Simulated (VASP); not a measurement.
# GaN with AM05: from relaxation to properties, part 4 of 9

What structure and properties does AM05 give GaN, and how near are they to the measured ones? The start is a cell from a database of measured crystal structures.

VASP 6.6.1, plane waves and PAW; the level of theory is named at each step.

So far, gap on the k-mesh (eV): 2.02 in steps 2, 3 and 6. The relaxed cell has a = 3.180, c = 5.177 Å (conventional setting).

The database entry behind the starting cell differs from later determinations by our own check (thin film, about 0.3 % long), so it need not match the best structure at ambient conditions.

## Step 7: Vibrations at Γ (AM05)

Level of this step: AM05; plane waves and PAW (Ga_d, N) (VASP).

Zone-centre modes test whether the atoms sit at a minimum within this cell. IBRION = 8 takes the force constants from linear response, which needs tightly converged orbitals.

INCAR

```
SYSTEM = GaN
PREC = Accurate
ENCUT = 520
EDIFF = 1E-08
NELM = 100
ISMEAR = 0
SIGMA = 0.05
LREAL = .FALSE.
ALGO = Normal
GGA = AM
NBANDS = 24
LORBIT = 11
LWAVE = .FALSE.
LCHARG = .FALSE.
KPAR = 4
IBRION = 8
LEPSILON = .TRUE.
ISIF = 2
```

POSCAR

```
GaN
1.0
    3.1804015281      0.0000000000      0.0000000000
   -1.5902007640      2.7543085176      0.0000000000
    0.0000000000      0.0000000000      5.1773553217
Ga N
2 2
Direct
    0.6666666667      0.3333333333      0.5915912693
    0.3333333333      0.6666666667      0.0915912693
    0.6666666667      0.3333333333      0.9684087307
    0.3333333333      0.6666666667      0.4684087307
```

KPOINTS

```
Automatic mesh
0
Gamma
16 16 9
0 0 0
```

Potentials, in the order of the species: Ga_d and N (PBE family, release 64).

Started as:

```bash
$ mpirun -np 4 vasp_std
```

The program printed:

```text
[... set-up lines as in an earlier step ...]
 entering main loop
       N       E                     dE             d eps       ncg     rms          rms(c)
DAV:   1     0.270589545821E+03    0.27059E+03   -0.18179E+04  7704   0.280E+03
DAV:   2     0.339898587947E+01   -0.26719E+03   -0.25566E+03  8024   0.512E+02
DAV:   3    -0.279471570532E+02   -0.31346E+02   -0.31079E+02  8528   0.142E+02
DAV:   4    -0.289177592323E+02   -0.97060E+00   -0.96885E+00  9120   0.282E+01
DAV:   5    -0.289344919209E+02   -0.16733E-01   -0.16727E-01  8600   0.330E+00    0.102E+01
DAV:   6    -0.253430080770E+02    0.35915E+01   -0.10737E+01 12480   0.517E+01    0.313E+00
DAV:   7    -0.254193364178E+02   -0.76328E-01   -0.14064E+00  7680   0.895E+00    0.269E+00
DAV:   8    -0.254103696974E+02    0.89667E-02   -0.22366E-01 12344   0.662E+00    0.997E-01
DAV:   9    -0.253876493700E+02    0.22720E-01   -0.87343E-02 12512   0.496E+00    0.317E-01
DAV:  10    -0.253886560881E+02   -0.10067E-02   -0.47940E-03  8192   0.659E-01    0.853E-02
DAV:  11    -0.253884816433E+02    0.17444E-03   -0.14762E-03 11288   0.698E-01    0.383E-02
DAV:  12    -0.253884956556E+02   -0.14012E-04   -0.15931E-04  7600   0.931E-02    0.357E-02
DAV:  13    -0.253885006515E+02   -0.49960E-05   -0.13358E-04 11168   0.142E-01    0.397E-02
DAV:  14    -0.253884947225E+02    0.59290E-05   -0.23952E-05  9960   0.470E-02    0.179E-02
DAV:  15    -0.253884944422E+02    0.28033E-06   -0.22634E-06  9072   0.104E-02    0.119E-02
DAV:  16    -0.253884942538E+02    0.18838E-06   -0.43050E-07 12016   0.665E-03    0.699E-03
DAV:  17    -0.253884941904E+02    0.63449E-07   -0.49558E-07 11512   0.635E-03    0.183E-03
DAV:  18    -0.253884942112E+02   -0.20788E-07   -0.95175E-08  8592   0.206E-03    0.277E-04
DAV:  19    -0.253884942075E+02    0.36962E-08   -0.51996E-09  4480   0.555E-04
   1 F= -.25388494E+02 E0= -.25388494E+02  d E =-.333837E-16
 Linear response reoptimize wavefunctions to high precision
DAV:   1    -0.253884942087E+02   -0.11896E-08   -0.12190E-09  4584   0.303E-04
DAV:   2    -0.253884942087E+02   -0.36380E-11   -0.29711E-10  4168   0.157E-04
 Linear response G [H, r] |phi>, progress :
  Direction:   1
       N       E                     dE             d eps       ncg     rms
RMM:   1    -0.896611016079E+02   -0.89661E+02    0.10633E+02  8619   0.344E+02
RMM:   2    -0.837617998959E+02    0.58993E+01   -0.24017E+02 13129   0.847E+01
RMM:   3    -0.886776870686E+02   -0.49159E+01   -0.20570E+01 14582   0.279E+01
RMM:   4    -0.888957507833E+02   -0.21806E+00   -0.16200E+00 15042   0.669E+00
RMM:   5    -0.889375541154E+02   -0.41803E-01   -0.25991E-01 15169   0.188E+00
RMM:   6    -0.889324454921E+02    0.51086E-02   -0.59061E-02 15277   0.660E-01
RMM:   7    -0.889325223123E+02   -0.76820E-04   -0.36145E-02 15507   0.236E-01
RMM:   8    -0.889299213795E+02    0.26009E-02   -0.66198E-03 15551   0.939E-02
RMM:   9    -0.889298144598E+02    0.10692E-03   -0.49380E-03 15848   0.380E-02
RMM:  10    -0.889294126326E+02    0.40183E-03   -0.81130E-04 15607   0.165E-02
RMM:  11    -0.889293986870E+02    0.13946E-04   -0.64754E-04 15409   0.773E-03
RMM:  12    -0.889293444942E+02    0.54193E-04   -0.10122E-04 14687   0.428E-03
RMM:  13    -0.889293434329E+02    0.10613E-05   -0.89855E-05 14017   0.275E-03
RMM:  14    -0.889293372543E+02    0.61787E-05   -0.27836E-05 12774   0.218E-03
RMM:  15    -0.889293366347E+02    0.61955E-06   -0.23183E-05 11163   0.193E-03
RMM:  16    -0.889293352097E+02    0.14250E-05    0.40913E-06 10183   0.183E-03
RMM:  17    -0.889293353557E+02   -0.14598E-06   -0.29829E-05  9269   0.180E-03
RMM:  18    -0.889293357491E+02   -0.39340E-06    0.56845E-05  8664   0.176E-03
 Linear response G [H, r] |phi>, progress :
  Direction:   2
       N       E                     dE             d eps       ncg     rms
RMM:   1    -0.876071802311E+02   -0.87607E+02    0.25533E+01  8738   0.335E+02
RMM:   2    -0.924620402646E+02   -0.48549E+01   -0.20326E+02 13266   0.828E+01
RMM:   3    -0.988892894206E+02   -0.64272E+01   -0.20298E+01 14621   0.274E+01
RMM:   4    -0.990304575334E+02   -0.14117E+00   -0.11364E+00 14866   0.646E+00
RMM:   5    -0.991126395470E+02   -0.82182E-01   -0.28357E-01 15220   0.186E+00
RMM:   6    -0.990920567347E+02    0.20583E-01    0.80566E-02 15172   0.651E-01
RMM:   7    -0.991050480511E+02   -0.12991E-01   -0.24849E-02 15503   0.231E-01
RMM:   8    -0.991019836229E+02    0.30644E-02    0.95027E-03 15464   0.904E-02
RMM:   9    -0.991033695752E+02   -0.13860E-02   -0.36762E-03 15796   0.364E-02
RMM:  10    -0.991029037043E+02    0.46587E-03    0.11019E-03 15424   0.154E-02
RMM:  11    -0.991030761057E+02   -0.17240E-03   -0.59885E-04 15296   0.730E-03
RMM:  12    -0.991029807184E+02    0.95387E-04    0.35903E-04 14462   0.405E-03
RMM:  13    -0.991030293419E+02   -0.48623E-04   -0.12630E-04 13855   0.270E-03
RMM:  14    -0.991030105112E+02    0.18831E-04    0.62451E-05 12426   0.215E-03
RMM:  15    -0.991030201568E+02   -0.96456E-05   -0.32404E-05 10932   0.193E-03
RMM:  16    -0.991030161257E+02    0.40311E-05    0.51754E-06  9930   0.185E-03
RMM:  17    -0.991030178977E+02   -0.17720E-05    0.11361E-05  8917   0.180E-03
RMM:  18    -0.991030178148E+02    0.82877E-07   -0.72301E-05  8380   0.179E-03
 Linear response G [H, r] |phi>, progress :
  Direction:   3
       N       E                     dE             d eps       ncg     rms
 LRF_COMMUTATOR internal error: the vector H(1)-e(1) S(1) |phi(0)> is not orthog
 onal to |phi(0)> (1.142812945591903E-004,-1.047772979489991E-015)
 LRF_COMMUTATOR internal error: the vector H(1)-e(1) S(1) |phi(0)> is not orthog
 onal to |phi(0)> (1.172624600036254E-004,1.408595462493167E-015)
 LRF_COMMUTATOR internal error: the vector H(1)-e(1) S(1) |phi(0)> is not orthog
 onal to |phi(0)> (1.056437324157833E-004,6.153064169289735E-015)
 LRF_COMMUTATOR internal error: the vector H(1)-e(1) S(1) |phi(0)> is not orthog
 onal to |phi(0)> (-1.398245621828526E-004,5.549033454954611E-014)
 LRF_COMMUTATOR internal error: the vector H(1)-e(1) S(1) |phi(0)> is not orthog
 onal to |phi(0)> (-1.405692868414396E-004,3.062827769184651E-014)
 LRF_COMMUTATOR internal error: the vector H(1)-e(1) S(1) |phi(0)> is not orthog
 onal to |phi(0)> (-1.377299351601330E-004,-1.419003803349028E-014)
 LRF_COMMUTATOR internal error: the vector H(1)-e(1) S(1) |phi(0)> is not orthog
 onal to |phi(0)> (1.519605067733113E-004,-7.722988915048745E-015)
 LRF_COMMUTATOR internal error: the vector H(1)-e(1) S(1) |phi(0)> is not orthog
 onal to |phi(0)> (1.373512539663349E-004,-1.396278925813732E-014)
 LRF_COMMUTATOR internal error: the vector H(1)-e(1) S(1) |phi(0)> is not orthog
[...]
dielectric tensor                  component  2 :    -0.489     5.657     0.000
 Linear response to external field, progress :
  Direction:   3
       N       E                     dE             d eps       ncg     rms          rms(c)
RMM:   1    -0.994279310951E-01   -0.99428E-01    0.34927E+00  7924   0.934E+00
RMM:   2    -0.612800262077E+00   -0.51337E+00   -0.11810E-01 13928   0.210E+00    0.120E+00
RMM:   3    -0.617801002480E+00   -0.50007E-02   -0.26250E-02 13904   0.834E-01    0.697E-01
RMM:   4    -0.644627805506E+00   -0.26827E-01   -0.10833E-02 14135   0.735E-01    0.594E-02
RMM:   5    -0.645694347339E+00   -0.10665E-02   -0.86586E-04 14369   0.183E-01    0.419E-02
RMM:   6    -0.647061732792E+00   -0.13674E-02   -0.11361E-04 13825   0.610E-02    0.908E-03
RMM:   7    -0.647360310380E+00   -0.29858E-03   -0.23281E-05 14338   0.195E-02    0.262E-03
RMM:   8    -0.647371588630E+00   -0.11278E-04   -0.67526E-06 14296   0.623E-03    0.895E-04
RMM:   9    -0.647405885829E+00   -0.34297E-04   -0.25343E-06 14345   0.253E-03    0.248E-04
RMM:  10    -0.647403770500E+00    0.21153E-05   -0.72715E-07 14002   0.939E-04    0.137E-04
RMM:  11    -0.647404384296E+00   -0.61380E-06   -0.13637E-07 14032   0.440E-04    0.230E-05
RMM:  12    -0.647405994660E+00   -0.16104E-05   -0.13609E-07 12393   0.172E-04    0.937E-06
 change of polarisation eV/A/(eV/A) component  3 :    -0.142    -0.116     1.212
 dielectric tensor                  component  3 :    -0.566    -0.463     5.835
 Linear response DOF=           4
 Linear response progress:
  Degree of freedom:   1/  4
       N       E                     dE             d eps       ncg     rms          rms(c)
RMM:   1    -0.162710998318E+00   -0.16271E+00    0.23635E-01 74300   0.799E+00
RMM:   2    -0.160106725422E+00    0.26043E-02   -0.45014E-02105993   0.163E+00    0.561E-02
RMM:   3    -0.160385313574E+00   -0.27859E-03   -0.31204E-03111169   0.405E-01    0.348E-02
RMM:   4    -0.159982356388E+00    0.40296E-03   -0.25681E-04113842   0.131E-01    0.490E-03
RMM:   5    -0.159949645352E+00    0.32711E-04   -0.15775E-05118047   0.435E-02    0.226E-03
RMM:   6    -0.159939063079E+00    0.10582E-04    0.10688E-06117727   0.167E-02    0.588E-04
RMM:   7    -0.159938836731E+00    0.22635E-06    0.10998E-06120664   0.694E-03    0.306E-04
RMM:   8    -0.159938793819E+00    0.42912E-07    0.10756E-06118923   0.311E-03    0.306E-05
RMM:   9    -0.159938959652E+00   -0.16583E-06   -0.50803E-09121724   0.151E-03    0.188E-05
RMM:  10    -0.159938852429E+00    0.10722E-06    0.73306E-07119785   0.787E-04    0.600E-06
RMM:  11    -0.159938873199E+00   -0.20770E-07    0.19098E-07121386   0.444E-04    0.400E-06
RMM:  12    -0.159938818950E+00    0.54249E-07    0.34172E-07120323   0.265E-04    0.130E-06
RMM:  13    -0.159938836493E+00   -0.17543E-07    0.94886E-08121965   0.166E-04    0.788E-07
RMM:  14    -0.159938823422E+00    0.13070E-07    0.19459E-07124304   0.109E-04    0.600E-07
RMM:  15    -0.159938831180E+00   -0.77574E-08    0.64443E-08125793   0.753E-05    0.499E-07
 first order change of Fermi-energy  -0.12129E+00
 force on displaced ion       1 direction 1 : -12.779   0.001   0.000
 Born effective charge ion    1 direction 1 :   2.605  -0.000   0.000
 Linear response progress:
  Degree of freedom:   2/  4
       N       E                     dE             d eps       ncg     rms          rms(c)
RMM:   1    -0.177984904949E+00   -0.17798E+00    0.25942E-01 15100   0.815E+00
RMM:   2    -0.172029842429E+00    0.59551E-02   -0.39318E-02 21037   0.166E+00    0.904E-02
RMM:   3    -0.172694951882E+00   -0.66511E-03   -0.26892E-03 22518   0.428E-01    0.435E-02
RMM:   4    -0.172299244267E+00    0.39571E-03    0.18460E-06 22959   0.140E-01    0.203E-02
RMM:   5    -0.172131782010E+00    0.16746E-03   -0.59810E-05 22963   0.590E-02    0.482E-03
RMM:   6    -0.172121780922E+00    0.10001E-04    0.35852E-05 22571   0.215E-02    0.285E-03
RMM:   7    -0.172131659150E+00   -0.98782E-05    0.38333E-06 23500   0.813E-03    0.888E-04
RMM:   8    -0.172134817326E+00   -0.31582E-05    0.11327E-06 22333   0.335E-03    0.209E-04
RMM:   9    -0.172136621663E+00   -0.18043E-05   -0.52318E-06 23938   0.148E-03    0.740E-05
RMM:  10    -0.172136455167E+00    0.16650E-06   -0.20814E-06 22794   0.678E-04    0.314E-05
RMM:  11    -0.172136349890E+00    0.10528E-06   -0.16758E-06 24051   0.336E-04    0.820E-06
RMM:  12    -0.172136294165E+00    0.55725E-07   -0.12874E-06 22054   0.179E-04    0.305E-06
RMM:  13    -0.172136226692E+00    0.67473E-07   -0.51486E-07 24040   0.987E-05    0.191E-06
RMM:  14    -0.172136212067E+00    0.14625E-07   -0.41311E-07 23952   0.582E-05    0.550E-07
RMM:  15    -0.172136188490E+00    0.23577E-07   -0.18714E-07 24259   0.381E-05    0.438E-07
RMM:  16    -0.172136187489E+00    0.10014E-08   -0.17390E-07 22631   0.278E-05    0.278E-07
RMM:  17    -0.172136176773E+00    0.10716E-07   -0.72330E-08 19327   0.225E-05    0.167E-07
RMM:  18    -0.172136175988E+00    0.78462E-09   -0.61396E-08 16310   0.194E-05    0.148E-07
 first order change of Fermi-energy  -0.78626E+00
 force on displaced ion       1 direction 3 :   0.000  -0.000 -19.501
 Born effective charge ion    1 direction 3 :   0.000   0.000   2.744
 Linear response progress:
  Degree of freedom:   3/  4
       N       E                     dE             d eps       ncg     rms          rms(c)
RMM:   1    -0.238945471546E+00   -0.23895E+00    0.10227E-01133987   0.341E+00
RMM:   2    -0.230038475157E+00    0.89070E-02   -0.16094E-02 95442   0.106E+00    0.134E-01
RMM:   3    -0.231269724759E+00   -0.12312E-02   -0.17160E-03109672   0.319E-01    0.686E-02
RMM:   4    -0.232569161759E+00   -0.12994E-02   -0.45122E-04106127   0.139E-01    0.163E-02
RMM:   5    -0.232623176927E+00   -0.54015E-04   -0.22974E-05109257   0.376E-02    0.267E-03
RMM:   6    -0.232577721018E+00    0.45456E-04   -0.19218E-06110024   0.111E-02    0.165E-03
RMM:   7    -0.232560369548E+00    0.17351E-04   -0.14274E-07107447   0.306E-03    0.352E-04
RMM:   8    -0.232564705638E+00   -0.43361E-05   -0.20219E-08109743   0.102E-03    0.934E-05
RMM:   9    -0.232564410016E+00    0.29562E-06   -0.10235E-08112796   0.333E-04    0.244E-05
RMM:  10    -0.232564823262E+00   -0.41325E-06   -0.24840E-09111802   0.122E-04    0.518E-06
RMM:  11    -0.232564815504E+00    0.77582E-08   -0.16151E-09114433   0.498E-05    0.393E-06
 first order change of Fermi-energy  -0.34873E-01
 force on displaced ion       3 direction 1 : -13.060   0.000   0.000
 Born effective charge ion    3 direction 1 :  -2.604   0.000  -0.000
 Linear response progress:
  Degree of freedom:   4/  4
       N       E                     dE             d eps       ncg     rms          rms(c)
RMM:   1    -0.251311575569E+00   -0.25131E+00    0.15765E-01 29245   0.338E+00
RMM:   2    -0.245381166463E+00    0.59304E-02   -0.18285E-02 19318   0.116E+00    0.135E-01
RMM:   3    -0.245900836871E+00   -0.51967E-03   -0.23683E-03 20748   0.394E-01    0.638E-02
RMM:   4    -0.246767970330E+00   -0.86713E-03   -0.50690E-04 21762   0.160E-01    0.192E-02
RMM:   5    -0.246928762392E+00   -0.16079E-03   -0.56730E-05 22352   0.453E-02    0.767E-03
RMM:   6    -0.246974319539E+00   -0.45557E-04   -0.27307E-06 22376   0.148E-02    0.177E-03
RMM:   7    -0.246971291263E+00    0.30283E-05   -0.17327E-06 20750   0.523E-03    0.786E-04
RMM:   8    -0.246966356473E+00    0.49348E-05    0.31048E-07 21202   0.215E-03    0.245E-04
RMM:   9    -0.246966016552E+00    0.33992E-06    0.86142E-07 20707   0.957E-04    0.439E-05
RMM:  10    -0.246966001784E+00    0.14768E-07    0.20948E-07 22174   0.354E-04    0.164E-05
RMM:  11    -0.246966092079E+00   -0.90295E-07    0.59162E-08 22672   0.132E-04    0.646E-06
RMM:  12    -0.246966134126E+00   -0.42047E-07    0.49295E-08 21949   0.528E-05    0.219E-06
RMM:  13    -0.246966124269E+00    0.98572E-08    0.60913E-09 22789   0.278E-05    0.734E-07
 first order change of Fermi-energy   0.78841E+00
 force on displaced ion       3 direction 3 :  -0.000  -0.000 -17.478
 Born effective charge ion    3 direction 3 :   0.000   0.000  -2.744
 Born effective charges drift removed
 Linear response finished
```

Elapsed: 36 min, on 4 MPI ranks of AMD EPYC 7R43, shared host; peak memory 8.9 GiB; 1.9 h of CPU time.

(Continued in part 5 of 9.)

[Lines on the potential files, build, host, timing and source positions are cut from VASP's logs without a mark.]

[Logs are printed without paths, hosts, clocks, repeated set-up lines and the standing remarks that a program may print on its own settings, such as how far it seeks lower states.]

[Hosts, paths, dates, database ids (printed as entryN), source tags and the programs' standing remarks are cut or masked in the printed files.]

[A measured line is paired with the nearest computed mode of its activity, which favours agreement.]
